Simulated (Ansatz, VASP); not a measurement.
## Two plane-wave programs on Hf2Bi2O

```
Hf Bi O
1.0
     4.03005    0.00000    0.00000
    -2.01503    3.49013    0.00000
     0.00000    0.00000    8.15553
Hf Bi O
2 2 1
Direct
  0.33333 0.66667 0.20546
  0.33333 0.66667 0.79454
  0.66667 0.33333 0.00000
  0.00000 0.00000 0.00000
  0.00000 0.00000 0.50000
```

Change from the starting cell: species swapped into the La2Cu2I type (P-6m2, No. 187).

Alike in both runs: task single point; functional PBE; k mesh 6 × 6 × 2; occupations gaussian, width 0.1 eV; no spin polarisation.

|  | VASP | Ansatz |
| --- | --- | --- |
| version | VASP 6.6.1 | Ansatz 0.2.0 |
| potentials or method | VASP PAW PBE potentials, release 64 (Hf_pv, Bi_d, O) | scalar-relativistic, plane waves, PAW |
| plane-wave cutoff (eV) | 520 | 420 |
| valence electrons in the cell | 56 | 88 |

```tsv
	VASP	Ansatz	Ansatz less VASP
gap on the k mesh at the Fermi level (eV)	none	none	-
rms of the force components (eV/Å)	1.554	1.582	+0.0274
```

Atom by atom the forces differ by 0.027 eV/Å (rms over components). A gap of «none» marks a metal or a gap that the smearing closes. The two sets of potentials don't hold the same shells in valence.

Caveats: the k mesh is coarse (spacing up to 0.39 Å⁻¹), so the values aren't converged; spin-orbit coupling is left out, which moves the levels of the heavy elements; forces of over 1 eV/Å show positions far from the minimum, so gaps and moduli don't describe the material at rest.
